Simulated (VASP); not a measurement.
Data:

```
CELL_PARAMETERS angstrom
      0.00000     1.97569     1.97569
      2.00578     0.00000     1.97569
      2.00578     1.97569     0.00000
ATOMIC_POSITIONS crystal
  Al 0.00000 0.00000 0.00000
```

Method: PBEsol GGA, VASP's PBE PAW potentials (set 64) (plane waves; VASP 6.6.1). Settings: 480 eV cut-off, 14×14×14 Γ-centred mesh, first-order Methfessel-Paxton smearing of 0.10 eV, potentials Al.

Q: Give the stress tensor in GPa (positive for a compressed cell).

A: 
```
1.89  0.00  0.00
0.00  3.10  0.00
0.00  0.00  3.10
```
The pressure is its mean diagonal, 2.70 GPa.

The compound is Al in the fcc structure. This cell was strained or had an atom moved on purpose.
